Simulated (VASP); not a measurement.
Write the native input for VASP 6.6.1 that does the following.

```
Task                   : dielectric tensor
Functional             : PBE
Dispersion             : D3(BJ)
Potentials or basis    : VASP PAW PBE potentials, release 64 (Cd, Te)
Cutoff                 : 520 eV
k mesh                 : 8 × 8 × 8
Occupations            : gaussian, width 0.02 eV
Spin                   : no spin polarisation
Further INCAR settings : ALGO = Normal; EDIFF = 1e-07
```

The structure of CdTe lies in POSCAR:

```
CdTe                                    
1.0
    0.0000000000      3.2615512434      3.2615512434
    3.2615512434      0.0000000000      3.2615512434
    3.2615512434      3.2615512434      0.0000000000
  Cd              Te            
     1     1
Direct
     0.0000000000000000    0.0000000000000000    0.0000000000000000
     0.2500000000000000    0.2500000000000000    0.2500000000000000
```

These files were run (other wordings do the same):

INCAR

```
SYSTEM = CdTe
  PREC = Accurate
  ENCUT = 520
  EDIFF = 1E-7
  ISMEAR = 0
  SIGMA = 0.02
  LREAL = .FALSE.
  LASPH = .TRUE.
  NELM = 60
  ALGO = Normal
  ISIF = 2
  LWAVE = .FALSE.
  LCHARG = .FALSE.
  GGA = PE
  IVDW = 12
  LEPSILON = .TRUE.
```

KPOINTS

```
regular mesh
0
G
  8 8 8
  0 0 0
```

Potentials or basis: VASP PAW PBE potentials, release 64 (Cd, Te).

Launch:

```sh
$ cat potpaw_PBE.64/Cd/POTCAR potpaw_PBE.64/Te/POTCAR > POTCAR
$ mpirun -np 1 vasp_std > vasp.out
```

It gave:

```yaml
Band_gap_on_the_k_mesh: 0.71 eV, direct
Electronic_dielectric_tensor_diagonal: 10.90
Born_charges_mean_of_the_diagonal: Cd +2.29; Te -2.29 e
Dispersion_energy_per_atom: -0.334 eV
```

Caveat: spin-orbit coupling is left out, which moves the levels of the heavy elements.

Run time: 7.8 min on 1 thread of Intel(R) Xeon(R) Platinum 8259CL CPU @ 2.50GHz (Skylake/Cascade Lake) (shared host), peak memory 0.4 GiB.
